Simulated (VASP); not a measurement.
# OMoSCl2 in VASP: reference runs

Aim: a first look at OMoSCl2 with PBE, on the cell as given.

All numbers are computed with VASP 6.6.1; they aren't measurements. Logs are shortened: lines on timing, memory, paths and dates and some standing lists are left out, and cuts for length are marked.

### 1 The structure

The cell holds a molecule in a box, 5 atoms: a = 13.000 Å, b = 13.000 Å, c = 12.000 Å, α = 90.00°, β = 90.00°, γ = 90.00°.

### 2 Single point, PBE

INCAR reads:

```
SYSTEM = MoSCl2O
PREC = Accurate
ENCUT = 520
EDIFF = 1E-7
ISMEAR = 0
SIGMA = 0.01
LREAL = .False.
LASPH = .True.
NELM = 60
ALGO = Normal
ISIF = 2
LWAVE = .False.
LCHARG = .False.
GGA = PE
NBANDS = 28
```

KPOINTS reads:

```
Automatic mesh
0
Gamma
  1 1 1
  0 0 0
```

POSCAR reads:

```
MoSCl2O
1.0
   13.0000000000      0.0000000000      0.0000000000
    0.0000000000     13.0000000000      0.0000000000
    0.0000000000      0.0000000000     12.0000000000
O Mo S Cl
1 1 1 2
Direct
    0.5198576900      0.4670153800      0.6040416700
    0.5199653800      0.4720692300      0.4659666700
    0.6344423100      0.3714461500      0.4096083300
    0.3675576900      0.4189384600      0.4016250000
    0.5585653800      0.6317846200      0.4109416700
```

Potentials or basis: VASP PAW PBE potentials, release 64 (O, Mo_sv, S, Cl).

The run is started by

```bash
$ cat potpaw_PBE.64/O/POTCAR potpaw_PBE.64/Mo_sv/POTCAR potpaw_PBE.64/S/POTCAR potpaw_PBE.64/Cl/POTCAR > POTCAR
$ mpirun -np 1 vasp_gam > vasp.out
```

OUTCAR:

```text
SYSTEM = MoSCl2O
   PREC = Accurate
   ENCUT = 520
   EDIFF = 1E-7
   ISMEAR = 0
   LREAL = .False.
   LASPH = .True.
   NELM = 60
   ISIF = 2
   GGA = PE

 ion  position               nearest neighbor table
   1  0.520  0.467  0.604-   2 1.66
   2  0.520  0.472  0.466-   1 1.66   3 2.09   4 2.24   5 2.24
   3  0.634  0.371  0.410-   2 2.09
   4  0.368  0.419  0.402-   2 2.24
   5  0.559  0.632  0.411-   2 2.24

  LATTYP: Found a simple tetragonal cell.
 ALAT       =    13.0000000000
 C/A-ratio  =     0.9230769231

  Lattice vectors:

 A1 = (  13.0000000000,   0.0000000000,   0.0000000000)
 A2 = (   0.0000000000,  13.0000000000,   0.0000000000)
 A3 = (   0.0000000000,   0.0000000000,  12.0000000000)

Analysis of symmetry for initial positions (statically):
=====================================================================
 Subroutine PRICEL returns:
 Original cell was already a primitive cell.

 Routine SETGRP: Setting up the symmetry group for a
 simple tetragonal supercell.

 Subroutine GETGRP returns: Found  1 space group operations
 (whereof  1 operations were pure point group operations)
 out of a pool of 16 trial point group operations.

The static configuration has the point symmetry C_1 .

Analysis of symmetry for dynamics (positions and initial velocities):
=====================================================================
 Subroutine PRICEL returns:
 Original cell was already a primitive cell.

 Routine SETGRP: Setting up the symmetry group for a
 simple tetragonal supercell.

 Subroutine GETGRP returns: Found  1 space group operations
 (whereof  1 operations were pure point group operations)
 out of a pool of 16 trial point group operations.

The dynamic configuration has the point symmetry C_1 .

 Subroutine INISYM returns: Found  1 space group operations
 (whereof  1 operations are pure point group operations),
 and found     1 'primitive' translations

----------------------------------------------------------------------------------------

                                     Primitive cell

  volume of cell :    2028.0000

  direct lattice vectors                    reciprocal lattice vectors
    13.000000000  0.000000000  0.000000000     0.076923077  0.000000000  0.000000000
     0.000000000 13.000000000  0.000000000     0.000000000  0.076923077  0.000000000
     0.000000000  0.000000000 12.000000000     0.000000000  0.000000000  0.083333333

  length of vectors
    13.000000000 13.000000000 12.000000000     0.076923077  0.076923077  0.083333333

  position of ions in fractional coordinates (direct lattice)
     0.519857690  0.467015380  0.604041670
     0.519965380  0.472069230  0.465966670
     0.634442310  0.371446150  0.409608330
     0.367557690  0.418938460  0.401625000
     0.558565380  0.631784620  0.410941670

  ion indices of the primitive-cell ions
   primitive index   ion index
                 1           1
                 2           2
                 3           3
                 4           4
                 5           5

----------------------------------------------------------------------------------------

 KPOINTS: Automatic mesh

Automatic generation of k-mesh.
 Grid dimensions read from file:
 generate k-points for:    1    1    1

 Generating k-lattice:

  Cartesian coordinates                     Fractional coordinates (reciprocal lattice)
     0.076923077  0.000000000  0.000000000     1.000000000  0.000000000  0.000000000
     0.000000000  0.076923077  0.000000000     0.000000000  1.000000000  0.000000000
     0.000000000  0.000000000  0.083333333     0.000000000  0.000000000  1.000000000

  Length of vectors
     0.076923077  0.076923077  0.083333333

  Shift w.r.t. Gamma in fractional coordinates (k-lattice)
     0.000000000  0.000000000  0.000000000

 Subroutine IBZKPT returns following result:
 ===========================================

 Found      1 irreducible k-points:

 Following reciprocal coordinates:
            Coordinates               Weight
  0.000000  0.000000  0.000000      1.000000
   k-points           NKPTS =      1   k-points in BZ     NKDIM =      1   number of bands    NBANDS=     28
   number of dos      NEDOS =    301   number of ions     NIONS =      5
   total plane-waves  NPLWV = 864360
   dimension x,y,z NGX =    98 NGY =   98 NGZ =   90
   dimension x,y,z NGXF=   196 NGYF=  196 NGZF=  180
   ions per type =               1   1   1   2
   NGX,Y,Z   is equivalent  to a cutoff of  12.53, 12.53, 12.47 a.u.
   NGXF,Y,Z  is equivalent  to a cutoff of  25.06, 25.06, 24.94 a.u.
 SYSTEM =  MoSCl2O
   PREC   = accura    normal or accurate (medium, high low for compatibility)
   ISTART =      0    job   : 0-new  1-cont  2-samecut
   ICHARG =      2    charge: 1-file 2-atom 10-const
   ISPIN  =      1    spin polarized calculation?
   LNONCOLLINEAR =      F non collinear calculations
   LSORBIT =      F    spin-orbit coupling
   LASPH  =      T    aspherical Exc in radial PAW
   ENCUT  =  520.0 eV  38.22 Ry    6.18 a.u.  24.17 24.17 22.31*2*pi/ulx,y,z
   NELM   =     60;   NELMIN=  2; NELMDL= -5     # of ELM steps
   EDIFF  = 0.1E-06   stopping-criterion for ELM
   LREAL  =      F    real-space projection
   EDIFFG = 0.1E-05   stopping-criterion for IOM
   NSW    =      0    number of steps for IOM
   IBRION =     -1    ionic relax: 0-MD 1-quasi-New 2-CG
   NFREE  =      0    steps in history (QN), initial steepest desc. (CG)
   ISIF   =      2    stress and relaxation
   ISYM   =      2    0-nonsym 1-usesym 2-fastsym
   POTIM  = 0.5000    time-step for ionic-motion
   TEBEG  =    0.0;   TEEND  =   0.0 temperature during run
   PSTRESS=    0.0 pullay stress
   NELECT =      40.0000    total number of electrons
   NUPDOWN=      -1.0000    fix difference up-down
   EMIN   =  10.00;   EMAX   =-10.00  energy-range for DOS
   EFERMI =   0.00;   METHOD = LEGACY
   ISMEAR =     0;   SIGMA  =   0.01  broadening in eV -4-tet -1-fermi 0-gaus
   EFERMI_NEDOS =   21; number of points for ismear=-14 and -15
   IALGO  =     38    algorithm
   IMIX   =      4    mixing-type and parameters
     AMIX     =   0.40;   BMIX     =  1.00
     AMIX_MAG =   1.60;   BMIX_MAG =  1.00
  volume/ion in A,a.u.               =     405.60      2737.12
  Fermi-wavevector in a.u.,A,eV,Ry     =   0.442322  0.835868  2.661967  0.195649
  Thomas-Fermi vector in A             =   1.418154
   LORBIT       =      0    0 simple, 1 ext, 2 COOP (PROOUT), +10 PAW based schemes
   GGA     = PE    functional components
   LHFCALC =     F    Hartree Fock is set to
   AEXX    =    0.0000 exact exchange contribution
   IVDW    =     0    specifies the selected vdW correction
   LEPSILON=     F    determine dielectric tensor
   LRPA    =     F    only Hartree local field effects (RPA)
 non-spin polarized calculation
 Gauss-broadening in eV      SIGMA  =   0.01
  energy-cutoff  :      520.00
  volume of cell :     2028.00
 maximum number of plane-waves:     27285
 NGX is ok and might be reduce to    98
   NGX = 49   NGY = 49   NGZ = 45

 number of electron      39.9999999 magnetization

 Free energy of the ion-electron system (eV)
  ---------------------------------------------------
  ext. energy  EPLUGINS =         0.00000000
  ---------------------------------------------------
  free energy    TOTEN  =       -28.69185213 eV

  energy without entropy =      -28.69185213  energy(sigma->0) =      -28.69185213

 E-fermi :  -6.5683     XC(G=0):  -0.9267

 val. band max:       -6.6671344781   @ k =   0.0000   0.0000   0.0000
 cond. band min:      -4.1183995459   @ k =   0.0000   0.0000   0.0000
 fundamental gap:      2.5487349322
 Fermi energy:        -6.5682976144

 k-point     1 :       0.0000    0.0000    0.0000
  band No.  band energies     occupation
      1     -67.6532      2.00000
      2     -42.3239      2.00000
      3     -41.7541      2.00000
      4     -41.7045      2.00000
      5     -23.2637      2.00000
      6     -20.6526      2.00000
[... 20 lines left out ...]
     27       0.6578      0.00000
     28       0.6617      0.00000

------------------------ aborting loop because EDIFF is reached ----------------------------------------

  FORCE on cell =-STRESS in cart. coord.  units (eV):
  Direction    XX          YY          ZZ          XY          YZ          ZX
  --------------------------------------------------------------------------------------
  -------------------------------------------------------------------------------------
  Total        1.4310020      1.3409932      2.9084260     -0.3606093      0.0965674     -0.1926213
  in kB        1.1305320      1.0594225      2.2977387     -0.2848916      0.0762910     -0.1521763
  external PRESSURE =       1.4958978 kB  Pullay stress =       0.0000000 kB

 VOLUME and BASIS-vectors are now :
 -----------------------------------------------------------------------------
  energy-cutoff  :      520.00
  volume of cell :     2028.00
      direct lattice vectors                 reciprocal lattice vectors
    13.000000000  0.000000000  0.000000000     0.076923077  0.000000000  0.000000000
     0.000000000 13.000000000  0.000000000     0.000000000  0.076923077  0.000000000
     0.000000000  0.000000000 12.000000000     0.000000000  0.000000000  0.083333333

 POSITION                                       TOTAL-FORCE (eV/Angst)
 -----------------------------------------------------------------------------------
      6.75815      6.07120      7.24850         0.006589     -0.071557      1.610067
      6.75955      6.13690      5.59160        -0.354597      0.366022     -1.171438
      8.24775      4.82880      4.91530         0.569329     -0.501252     -0.240856
      4.77825      5.44620      4.81950        -0.304879     -0.112940     -0.107580
      7.26135      8.21320      4.93130         0.083558      0.319726     -0.090194
 -----------------------------------------------------------------------------------
    total drift:                               -0.000449     -0.000023     -0.000355

  FREE ENERGIE OF THE ION-ELECTRON SYSTEM (eV)
  ---------------------------------------------------
  free  energy   TOTEN  =       -28.6918521292 eV

  energy  without entropy=      -28.6918521292  energy(sigma->0) =      -28.69185213
```

It took 2.2 min on 1 thread of Intel Xeon 6975P-C (Granite Rapids), shared host; peak memory 1.5 GiB.

Results:

```
Free energy                     : -28.6919 eV
Largest force                   : 1.612 eV/Å
Gap between the frontier levels : 2.55 eV
```

Forces on the atoms (eV/Å):
```
O    0.007 -0.072  1.610
Mo  -0.355  0.366 -1.171
S    0.569 -0.501 -0.241
Cl  -0.305 -0.113 -0.108
Cl   0.084  0.320 -0.090
```

Levels at points of the mesh, in eV from the valence-band top:
```tsv
k point	band 17	band 18	band 19	band 20	band 21	band 22	band 23	band 24
(0.00, 0.00, 0.00)	-1.41	-1.35	-0.52	0.00	2.55	2.83	3.80	4.35
```
